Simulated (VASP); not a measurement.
An input for Quantum ESPRESSO's pw.x (written as the equivalent of a VASP run, and not itself run):

```
&CONTROL
  calculation = 'vc-relax'
  pseudo_dir = './pseudo'
  outdir = './out'
  tprnfor = .true.
  tstress = .true.
  nstep = 40
  forc_conv_thr = 0.00078
/
&SYSTEM
  ibrav = 0
  nat = 1
  ntyp = 1
  ecutwfc = 80
  occupations = 'smearing'
  smearing = 'methfessel-paxton'
  degauss = 0.00735
  input_dft = 'pbesol'
/
&ELECTRONS
  conv_thr = 7.3e-08
  electron_maxstep = 100
/
&IONS
/
&CELL
  press = 300
/
ATOMIC_SPECIES
  Mo 95.950 Mo.upf
CELL_PARAMETERS angstrom
    -1.5338746    1.5338746    1.5338746
     1.5338746   -1.5338746    1.5338746
     1.5338746    1.5338746   -1.5338746
ATOMIC_POSITIONS crystal
  Mo   0.0000000  0.0000000  0.0000000
K_POINTS automatic
  17 17 17 0 0 0
```

Task: Translate this input to VASP (INCAR, KPOINTS, POSCAR, choice of POTCAR).

Result: Several could match; the one computed here: 
### KPOINTS
```
Automatic mesh
0
Gamma
17 17 17
0 0 0
```

### POSCAR
```
Mo
1
   -1.5338745914     1.5338745914     1.5338745914
    1.5338745914    -1.5338745914     1.5338745914
    1.5338745914     1.5338745914    -1.5338745914
Mo
1
Direct
  0.0000000000   0.0000000000   0.0000000000
```

**INCAR**
```
ALGO = Normal
EDIFF = 1E-6
EDIFFG = -0.02
ENCUT = 500
GGA = PS
IBRION = 2
ISIF = 3
ISMEAR = 1
LASPH = .TRUE.
LCHARG = .FALSE.
LMAXMIX = 4
LREAL = .FALSE.
LWAVE = .FALSE.
NELM = 100
NSW = 40
PREC = Accurate
PSTRESS = 300
SIGMA = 0.1
SYSTEM = Mo
```

POTCAR, in this order: Mo_sv (PBE.64 set). Program: vasp_std.

What does not carry over: the potentials are each code's own (VASP's PAW set, PseudoDojo norm-conserving files in pw.x), so ENCUT and ecutwfc are chosen apart and not converted; conv_thr bounds pw.x's estimated SCF error, while EDIFF bounds the energy change between steps; forc_conv_thr acts on force components and is met together with etot_conv_thr.

The compound is Mo in the bcc structure. This run relaxes it under an external pressure of 30 GPa. Symmetry was kept, so distortions that lower it aren't found.
